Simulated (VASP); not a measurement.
# AlC18 in VASP: further runs

The runs below take AlC18 through single point, with PBE.

Program: VASP 6.6.1. These are calculated values, not measurements. Logs are shortened: lines on timing, memory, paths and dates and some standing lists are left out, and cuts for length are marked.

### Step 1. The structure

The cell holds a slab with vacuum, 19 atoms: a = 7.398 Å, b = 7.398 Å, c = 11.000 Å, α = 90.00°, β = 90.00°, γ = 120.00°.

The cell was built by a generator and needn't be a form met in nature.

### Step 2. Single point, PBE, collinear spin, typed start

Input file INCAR:

```
ALGO = Fast
EDIFF = 1E-6
ENCUT = 520
GGA = PE
ISIF = 2
ISMEAR = -1
ISPIN = 2
LASPH = True
LCHARG = False
LORBIT = 11
LREAL = Auto
LWAVE = False
MAGMOM = 0 0 0 0 0 0 0 0 0 0 0 0 0 0 0 0 0 0 1
NBANDS = 56
NELM = 150
PREC = Accurate
SIGMA = 0.02
```

Input file KPOINTS:

```
k-points
0
Gamma
  2 2 1
```

Input file POSCAR:

```
AlC18
1.0
    7.3980000000      0.0000000000      0.0000000000
   -3.6990000000      6.4068560000      0.0000000000
    0.0000000000      0.0000000000     11.0000000000
C Al
18 1
Direct
   -0.0043136134     -0.0075445741      0.0903502493
    0.2173658565      0.1040991346      0.0905048066
   -0.0043227038      0.3257709224      0.0903268309
    0.2173410582      0.4357635811      0.0903411215
   -0.0054275363      0.6585604894      0.0903835649
    0.2166049101      0.7695964691      0.0901167670
    0.3283983304     -0.0068816540      0.0903100098
    0.5518773011      0.1048339534      0.0904140828
    0.3290141721      0.3257716531      0.0903258487
    0.5512484055      0.4368884390      0.0903447882
    0.3283658631      0.6578091409      0.0900412755
    0.5519147077      0.7696007934      0.0901426422
    0.6636367758     -0.0068883909      0.0903338148
    0.8856474529      0.1040941791      0.0905191801
    0.6628792712      0.3268403396      0.0905717274
    0.8845605845      0.4368885957      0.0903413499
    0.6629080188      0.6585643056      0.0904000856
    0.8845714088      0.7702242726      0.0903157152
    0.4375421369      0.8767679501      0.2802799397
```

Potentials or basis: VASP PAW PBE potentials, release 64 (C, Al).

The run is started by

```
$ cat potpaw_PBE.64/C/POTCAR potpaw_PBE.64/Al/POTCAR > POTCAR
$ mpirun -np 1 vasp_std > vasp.out
```

OUTCAR:

```text
EDIFF = 1E-6
   ENCUT = 520
   GGA = PE
   ISIF = 2
   ISMEAR = -1
   ISPIN = 2
   LASPH = True
   LORBIT = 11
   LREAL = Auto
   NELM = 150
   PREC = Accurate

 ion  position               nearest neighbor table
   1  0.996  0.992  0.090-  14 1.42   2 1.42  18 1.42
   2  0.217  0.104  0.091-   9 1.42   1 1.42   7 1.42
   3  0.996  0.326  0.090-   4 1.42  14 1.42  16 1.42
   4  0.217  0.436  0.090-   3 1.42   9 1.42  11 1.42
   5  0.995  0.659  0.090-  18 1.42  16 1.42   6 1.42
   6  0.217  0.770  0.090-   5 1.42   7 1.43  11 1.43  19 2.53
   7  0.328  0.993  0.090-   2 1.42   8 1.43   6 1.43  19 2.54
   8  0.552  0.105  0.090-  15 1.42   7 1.43  13 1.43  19 2.55
   9  0.329  0.326  0.090-   4 1.42   2 1.42  10 1.42
  10  0.551  0.437  0.090-  17 1.42  15 1.42   9 1.42
  11  0.328  0.658  0.090-   4 1.42   6 1.43  12 1.43  19 2.52
  12  0.552  0.770  0.090-  17 1.42  13 1.43  11 1.43  19 2.53
  13  0.664  0.993  0.090-  14 1.42   8 1.43  12 1.43  19 2.54
  14  0.886  0.104  0.091-   3 1.42   1 1.42  13 1.42
  15  0.663  0.327  0.091-  10 1.42  16 1.42   8 1.42
  16  0.885  0.437  0.090-   5 1.42  15 1.42   3 1.42
  17  0.663  0.659  0.090-  18 1.42  10 1.42  12 1.42
  18  0.885  0.770  0.090-  17 1.42   5 1.42   1 1.42
  19  0.438  0.877  0.280-  11 2.52   6 2.53  12 2.53   7 2.54  13 2.54   8 2.55

  LATTYP: Found a hexagonal cell.
 ALAT       =     7.3980000000
 C/A-ratio  =     1.4868883482

  Lattice vectors:

 A1 = (   7.3980000000,   0.0000000000,   0.0000000000)
 A2 = (  -3.6990000000,   6.4068560000,   0.0000000000)
 A3 = (   0.0000000000,   0.0000000000,  11.0000000000)

Analysis of symmetry for initial positions (statically):
=====================================================================
 Subroutine PRICEL returns:
 Original cell was already a primitive cell.

 Routine SETGRP: Setting up the symmetry group for a
 hexagonal supercell.

 Subroutine GETGRP returns: Found  1 space group operations
 (whereof  1 operations were pure point group operations)
 out of a pool of 24 trial point group operations.

The static configuration has the point symmetry C_1 .

Analysis of symmetry for dynamics (positions and initial velocities):
=====================================================================
 Subroutine PRICEL returns:
 Original cell was already a primitive cell.

 Routine SETGRP: Setting up the symmetry group for a
 hexagonal supercell.

 Subroutine GETGRP returns: Found  1 space group operations
 (whereof  1 operations were pure point group operations)
 out of a pool of 24 trial point group operations.

The dynamic configuration has the point symmetry C_1 .

Analysis of structural, dynamic, and magnetic symmetry:
=====================================================================
 Subroutine PRICEL returns:
 Original cell was already a primitive cell.

 Routine SETGRP: Setting up the symmetry group for a
 hexagonal supercell.

 Subroutine GETGRP returns: Found  1 space group operations
 (whereof  1 operations were pure point group operations)
 out of a pool of 24 trial point group operations.

The overall configuration has the point symmetry C_1 .

 Subroutine INISYM returns: Found  1 space group operations
 (whereof  1 operations are pure point group operations),
 and found     1 'primitive' translations

----------------------------------------------------------------------------------------

                                     Primitive cell

  volume of cell :     521.3771

  direct lattice vectors                    reciprocal lattice vectors
     7.398000000  0.000000000  0.000000000     0.135171668  0.078041398  0.000000000
    -3.699000000  6.406856000  0.000000000     0.000000000  0.156082796  0.000000000
     0.000000000  0.000000000 11.000000000     0.000000000  0.000000000  0.090909091

  length of vectors
     7.398000000  7.398000054 11.000000000     0.156082797  0.156082796  0.090909091

  position of ions in fractional coordinates (direct lattice)
[... 75 lines left out ...]
   number of dos      NEDOS =    301   number of ions     NIONS =     19
   total plane-waves  NPLWV = 263424
   dimension x,y,z NGX =    56 NGY =   56 NGZ =   84
   dimension x,y,z NGXF=   112 NGYF=  112 NGZF=  168
   ions per type =              18   1
   NGX,Y,Z   is equivalent  to a cutoff of  12.58, 12.58, 12.70 a.u.
   NGXF,Y,Z  is equivalent  to a cutoff of  25.17, 25.17, 25.39 a.u.
 SYSTEM =  unknown system
   PREC   = accura    normal or accurate (medium, high low for compatibility)
   ISTART =      0    job   : 0-new  1-cont  2-samecut
   ICHARG =      2    charge: 1-file 2-atom 10-const
   ISPIN  =      2    spin polarized calculation?
   LNONCOLLINEAR =      F non collinear calculations
   LSORBIT =      F    spin-orbit coupling
   LASPH  =      T    aspherical Exc in radial PAW
   ENCUT  =  520.0 eV  38.22 Ry    6.18 a.u.  13.76 13.76 20.45*2*pi/ulx,y,z
   NELM   =    150;   NELMIN=  2; NELMDL= -5     # of ELM steps
   EDIFF  = 0.1E-05   stopping-criterion for ELM
   LREAL  =      T    real-space projection
   EDIFFG = 0.1E-04   stopping-criterion for IOM
   NSW    =      0    number of steps for IOM
   IBRION =     -1    ionic relax: 0-MD 1-quasi-New 2-CG
   NFREE  =      0    steps in history (QN), initial steepest desc. (CG)
   ISIF   =      2    stress and relaxation
   ISYM   =      2    0-nonsym 1-usesym 2-fastsym
   POTIM  = 0.5000    time-step for ionic-motion
   TEBEG  =    0.0;   TEEND  =   0.0 temperature during run
   PSTRESS=    0.0 pullay stress
   NELECT =      75.0000    total number of electrons
   NUPDOWN=      -1.0000    fix difference up-down
   EMIN   =  10.00;   EMAX   =-10.00  energy-range for DOS
   EFERMI =   0.00;   METHOD = LEGACY
   ISMEAR =    -1;   SIGMA  =   0.02  broadening in eV -4-tet -1-fermi 0-gaus
   EFERMI_NEDOS =   21; number of points for ismear=-14 and -15
   IALGO  =     68    algorithm
   IMIX   =      4    mixing-type and parameters
     AMIX     =   0.40;   BMIX     =  1.00
     AMIX_MAG =   1.60;   BMIX_MAG =  1.00
  volume/ion in A,a.u.               =      27.44       185.18
  Fermi-wavevector in a.u.,A,eV,Ry     =   0.857784  1.620977 10.011076  0.735793
  Thomas-Fermi vector in A             =   1.974890
   LORBIT       =     11    0 simple, 1 ext, 2 COOP (PROOUT), +10 PAW based schemes
   GGA     = PE    functional components
   LHFCALC =     F    Hartree Fock is set to
   AEXX    =    0.0000 exact exchange contribution
   IVDW    =     0    specifies the selected vdW correction
   LEPSILON=     F    determine dielectric tensor
   LRPA    =     F    only Hartree local field effects (RPA)
 spin polarized calculation
 RMM-DIIS sequential band-by-band and
  energy-cutoff  :      520.00
  volume of cell :      521.38
 maximum number of plane-waves:     14099
 NGX is ok and might be reduce to    56
   NGX = 27   NGY = 27   NGZ = 41

 number of electron      74.9999997 magnetization      -0.0000028

 number of electron      74.9999997 magnetization       0.0000005

 Free energy of the ion-electron system (eV)
  ---------------------------------------------------
  ext. energy  EPLUGINS =         0.00000000
  ---------------------------------------------------
  free energy    TOTEN  =      -167.58540755 eV

  energy without entropy =     -167.58540755  energy(sigma->0) =     -167.58540755

 E-fermi :  -0.5413     XC(G=0):  -4.4832

 val. band max:       -1.0716491209   @ k =   0.0000   0.0000   0.0000
 cond. band min:       0.4355663255   @ k =   0.0000   0.5000   0.0000
 fundamental gap:      1.5072154464
 Fermi energy:        -0.5412642788

 spin component 1

 k-point     1 :       0.0000    0.0000    0.0000
  band No.  band energies     occupation
      1     -20.5616      1.00000
      2     -18.1881      1.00000
      3     -18.0193      1.00000
      4     -18.0191      1.00000
      5     -17.8037      1.00000
      6     -17.8035      1.00000
[... 197 lines left out ...]
     48       4.1105      0.00000
     49       4.3728      0.00000
 Fermi energy:        -0.5412642788

 spin component 2

 k-point     1 :       0.0000    0.0000    0.0000
  band No.  band energies     occupation
      1     -20.5616      1.00000
      2     -18.1881      1.00000
      3     -18.0193      1.00000
      4     -18.0191      1.00000
      5     -17.8037      1.00000
      6     -17.8035      1.00000
[... 197 lines left out ...]
     48       4.1102      0.00000
     49       4.3727      0.00000
 [bands above 49 left out]

------------------------ aborting loop because EDIFF is reached ----------------------------------------

  FORCE on cell =-STRESS in cart. coord.  units (eV):
  Direction    XX          YY          ZZ          XY          YZ          ZX
  --------------------------------------------------------------------------------------
  -------------------------------------------------------------------------------------
  Total        4.9338623      4.9308181     -0.1121466     -0.0069201      0.0366242     -0.0011612
  in kB       15.1616210     15.1522660     -0.3446235     -0.0212651      0.1125453     -0.0035683
  external PRESSURE =       9.9897545 kB  Pullay stress =       0.0000000 kB

 VOLUME and BASIS-vectors are now :
 -----------------------------------------------------------------------------
  energy-cutoff  :      520.00
  volume of cell :      521.38
      direct lattice vectors                 reciprocal lattice vectors
     7.398000000  0.000000000  0.000000000     0.135171668  0.078041398  0.000000000
    -3.699000000  6.406856000  0.000000000     0.000000000  0.156082796  0.000000000
     0.000000000  0.000000000 11.000000000     0.000000000  0.000000000  0.090909091

 POSITION                                       TOTAL-FORCE (eV/Angst)
 -----------------------------------------------------------------------------------
      3.69500      6.35852      0.99385        -0.001015      0.000790     -0.000479
      1.22301      0.66695      0.99555        -0.004052      0.001669      0.004015
      6.16099      2.08717      0.99360         0.003623     -0.002856      0.001134
     -0.00400      2.79187      0.99375         0.000939     -0.000138      0.001727
      4.92183      4.21930      0.99422         0.003247      0.005030      0.002753
     -1.24429      4.93069      0.99128        -0.004906      0.001383      0.001125
[... 11 lines left out ...]
      3.69500      4.93472      0.99347         0.004692     -0.003308     -0.004718
     -0.00623      5.61733      3.08308         0.001755      0.016290     -0.011540
 -----------------------------------------------------------------------------------
    total drift:                               -0.004389      0.000642      0.006754

  FREE ENERGIE OF THE ION-ELECTRON SYSTEM (eV)
  ---------------------------------------------------
  free  energy   TOTEN  =      -167.5854075541 eV

  energy  without entropy=     -167.5854075541  energy(sigma->0) =     -167.58540755

 total charge

# of ion       s       p       d       tot
------------------------------------------
    1        0.862   1.794   0.000   2.656
    2        0.861   1.800   0.000   2.661
    3        0.862   1.794   0.000   2.656
    4        0.861   1.800   0.000   2.661
    5        0.861   1.800   0.000   2.661
    6        0.860   1.788   0.000   2.648
[... 11 lines left out ...]
   18        0.862   1.795   0.000   2.656
   19        0.622   0.130   0.000   0.752
--------------------------------------------------
tot         16.118  32.426   0.000  48.543

 magnetization (x)

# of ion       s       p       d       tot
------------------------------------------
    1       -0.000  -0.000   0.000  -0.000
    2        0.000   0.000   0.000   0.000
    3       -0.000  -0.000   0.000  -0.000
    4        0.000   0.000   0.000   0.000
    5       -0.000   0.000   0.000   0.000
    6        0.000   0.000   0.000   0.000
[... 11 lines left out ...]
   18       -0.000  -0.000   0.000  -0.000
   19        0.000   0.000   0.000   0.000
--------------------------------------------------
tot          0.000   0.000   0.000   0.000
```

Run time: 8.4 min. Hardware: 1 thread of Intel Xeon Platinum 8488C (Sapphire Rapids), shared host; peak memory 0.8 GiB.

Results:

| Property | Result |
| --- | --- |
| Free energy | -167.5854 eV |
| Largest force | 0.020 eV/Å |
| Band gap on the k mesh | none (metal or under the smearing width) |
| Net moment | 0.00 μB per cell |
| Valence electrons inside the program's atomic spheres | C 2.66, 2.65; Al 0.75 |

Forces in eV/Å, atoms in the order of the input:
```
C   -0.001  0.001  0.000
C   -0.004  0.002  0.004
C    0.004 -0.003  0.001
C    0.001  0.000  0.002
C    0.003  0.005  0.003
C   -0.005  0.001  0.001
C   -0.003 -0.002  0.002
C   -0.002  0.004  0.000
C   -0.002  0.001  0.000
C    0.001 -0.002 -0.006
C    0.002 -0.005  0.004
C    0.008 -0.005  0.003
C    0.000 -0.003  0.001
C    0.000  0.000  0.003
C   -0.002 -0.005  0.002
C   -0.002 -0.001 -0.003
C   -0.006  0.000  0.000
C    0.005 -0.003 -0.005
Al   0.002  0.016 -0.012
```

Levels at points of the mesh, in eV from the Fermi level:
Spin up:
| k point | band 35 | band 36 | band 37 | band 38 | band 39 | band 40 |
| --- | --- | --- | --- | --- | --- | --- |
| (0.00, 0.00, 0.00) | -2.66 | -0.72 | -0.72 | -0.53 | -0.53 | 2.04 |
| (0.50, 0.00, 0.00) | -3.11 | -2.80 | -2.51 | 0.98 | 1.53 | 1.55 |
| (0.00, 0.50, 0.00) | -3.11 | -2.80 | -2.51 | 0.98 | 1.53 | 1.55 |
| (0.50, 0.50, 0.00) | -3.11 | -2.80 | -2.51 | 0.98 | 1.53 | 1.55 |
Spin down:
```
           k point  band 35  band 36  band 37  band 38  band 39  band 40
(0.00, 0.00, 0.00)    -2.66    -0.72    -0.72    -0.53    -0.53     2.04
(0.50, 0.00, 0.00)    -3.11    -2.80    -2.51     0.98     1.53     1.55
(0.00, 0.50, 0.00)    -3.11    -2.80    -2.51     0.98     1.53     1.55
(0.50, 0.50, 0.00)    -3.11    -2.80    -2.51     0.98     1.53     1.55
```

Caveat: the k mesh is coarse (spacing up to 0.49 Å⁻¹), so the values aren't converged.

### Step 3. Single point, PBE, collinear spin, zero start

Input file INCAR:

```
SYSTEM = AlC18
  PREC = Accurate
  ENCUT = 520
  EDIFF = 1E-6
  ISMEAR = -1
  SIGMA = 0.02
  LREAL = Auto
  LASPH = .True.
  NELM = 150
  ALGO = Fast
  ISIF = 2
  LWAVE = .False.
  LCHARG = .True.
  ISPIN = 2
  MAGMOM = 0 0 0 0 0 0 0 0 0 0 0 0 0 0 0 0 0 0 0
  LORBIT = 11
  GGA = PE
  LELF = .True.
  LVHAR = .True.
  NBANDS = 56
```

Input file KPOINTS:

```
regular mesh
0
Gamma
  2 2 1
  0 0 0
```

Input file POSCAR:

```
AlC18
1.0
    7.3980000000      0.0000000000      0.0000000000
   -3.6990000000      6.4068560000      0.0000000000
    0.0000000000      0.0000000000     11.0000000000
C Al
18 1
Direct
   -0.0043136496     -0.0075445741      0.0903502727
    0.2173658561      0.1040991088      0.0905048182
   -0.0043227335      0.3257708617      0.0903268182
    0.2173411418      0.4357636569      0.0903410909
   -0.0054275315      0.6585604546      0.0903835455
    0.2166049581      0.7695965072      0.0901167273
    0.3283983005     -0.0068816905      0.0903100000
    0.5518772328      0.1048339466      0.0904140909
    0.3290140990      0.3257716421      0.0903258182
    0.5512483310      0.4368883896      0.0903448182
    0.3283658769      0.6578090720      0.0900412727
    0.5519147160      0.7696007215      0.0901426364
    0.6636367668     -0.0068884020      0.0903338182
    0.8856473545      0.1040941142      0.0905191818
    0.6628792135      0.3268403410      0.0905717273
    0.8845605205      0.4368885456      0.0903413636
    0.6629080232      0.6585643567      0.0904000909
    0.8845714495      0.7702242722      0.0903157273
    0.4375421258      0.8767679498      0.2802799091
```

Potentials or basis: VASP PAW PBE potentials, release 64 (C, Al).

The run is started by

```
$ cat potpaw_PBE.64/C/POTCAR potpaw_PBE.64/Al/POTCAR > POTCAR
$ mpirun -np 1 vasp_std > vasp.out
```

Run time: 6.6 min. Hardware: 1 thread of Intel Xeon Platinum 8488C (Sapphire Rapids), shared host; peak memory 0.8 GiB.

It converged, with:

| Quantity | Value |
| --- | --- |
| Free energy | -167.5854 eV |
| Largest force | 0.020 eV/Å |
| Band gap on the k mesh | none (metal or under the smearing width) |
| Net moment | 0.00 μB per cell |
| Valence electrons inside the program's atomic spheres | C 2.66, 2.65; Al 0.75 |

Forces on the atoms (eV/Å):
```
C   -0.001  0.001 -0.001
C   -0.004  0.002  0.004
C    0.004 -0.003  0.001
C    0.001  0.000  0.002
C    0.003  0.005  0.003
C   -0.005  0.001  0.001
C   -0.003 -0.002  0.002
C   -0.002  0.004  0.000
C   -0.001  0.001  0.000
C    0.001 -0.002 -0.006
C    0.002 -0.005  0.004
C    0.007 -0.005  0.003
C    0.000 -0.003  0.001
C    0.000  0.000  0.003
C   -0.002 -0.005  0.002
C   -0.002 -0.001 -0.003
C   -0.006  0.000  0.000
C    0.005 -0.003 -0.005
Al   0.002  0.016 -0.012
```

Levels at points of the mesh, in eV from the Fermi level:
Spin up:
```tsv
k point	band 35	band 36	band 37	band 38	band 39	band 40
(0.00, 0.00, 0.00)	-2.61	-0.67	-0.67	-0.48	-0.48	2.09
(0.50, 0.00, 0.00)	-3.06	-2.75	-2.46	1.02	1.58	1.59
(0.00, 0.50, 0.00)	-3.06	-2.75	-2.46	1.02	1.58	1.59
(0.50, 0.50, 0.00)	-3.06	-2.75	-2.46	1.02	1.58	1.59
```
Spin down:
```
           k point  band 34  band 35  band 36  band 37  band 38  band 39  band 40  band 41
(0.00, 0.00, 0.00)    -3.39    -2.61    -0.67    -0.67    -0.48    -0.48     2.09     2.09
(0.50, 0.00, 0.00)    -3.33    -3.06    -2.75    -2.46     1.02     1.58     1.59     1.69
(0.00, 0.50, 0.00)    -3.33    -3.06    -2.75    -2.46     1.02     1.58     1.59     1.68
(0.50, 0.50, 0.00)    -3.33    -3.06    -2.75    -2.46     1.02     1.58     1.59     1.69
```

Caveat: the k mesh is coarse (spacing up to 0.49 Å⁻¹), so the values aren't converged.

(Part 1 of 2 ends here.)
